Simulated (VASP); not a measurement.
Crystal: MnS.

```
Mn S
1.0
     0.00000    2.61225    2.61225
     2.61225    0.00000    2.61225
     2.61225    2.61225    0.00000
Mn S
1 1
Direct
  0.00000 0.00000 0.00000
  0.50000 0.50000 0.50000
```

Program: VASP 6.6.1. Alike in all runs: task single point; potentials or basis VASP PAW PBE potentials, release 64 (Mn_pv, S); cell as given; k mesh 6 × 6 × 6; cutoff (eV) 520; smearing gaussian 0.05 eV.

Problem. Order these runs on this cell by their band gap on the k mesh, lowest first.
A. level PBE+U; spin collinear, ferromagnetic start; U Mn d U = 3 eV
B. level PBEsol+U; spin collinear, random start; U Mn d U = 2 eV
C. level PBEsol+U; spin collinear, ferromagnetic start; U Mn d U = 4 eV

Solution. B (metal), A (0.25 eV), C (0.52 eV).

Caveats: a cell with one magnetic atom can't hold antiferromagnetic order, which such compounds often take.

A k mesh can miss the band edges.
